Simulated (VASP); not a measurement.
```
CELL_PARAMETERS angstrom
      4.55179     0.00000     0.00000
      0.00000     4.55179     0.00000
      0.00000     0.00000     2.92194
ATOMIC_POSITIONS crystal
  Ti 0.00000 0.00000 0.00000
  Ti 0.50000 0.50000 0.50000
  O  0.30395 0.30395 0.00000
  O  0.80395 0.19605 0.50000
  O  0.19605 0.80395 0.50000
  O  0.69605 0.69605 0.00000
```

These are LDA (Ceperley-Alder, Perdew-Zunger), VASP's LDA PAW potentials (set 64) (plane waves; VASP) values and carry that method's errors. Settings: 620 eV cut-off, 5×5×8 Γ-centred mesh, Gaussian smearing of 0.050 eV, potentials Ti_sv O.

Question: The ions, cell shape and volume at an external pressure of 5.0 GPa are relaxed. Give the cell that the relaxation ends in.

Answer: 
```
CELL_PARAMETERS angstrom
      4.51733     0.00000     0.00000
      0.00000     4.51733     0.00000
      0.00000     0.00000     2.90926
ATOMIC_POSITIONS crystal
  Ti 0.00000 0.00000 0.00000
  Ti 0.50000 0.50000 0.50000
  O  0.30323 0.30323 0.00000
  O  0.80323 0.19677 0.50000
  O  0.19677 0.80323 0.50000
  O  0.69677 0.69677 0.00000
```
Space group P4_2/mnm (136), at a tolerance of 0.03 Å.

Question: How do energy and volume change from the first to the last step?

Answer: The energy (σ→0) changes by +3.0 meV/atom and the volume by -1.9 %, in 4 ionic steps.

The compound is TiO2 in the rutile structure. This run relaxes it under an external pressure of 5 GPa. Symmetry was kept, so distortions that lower it aren't found.
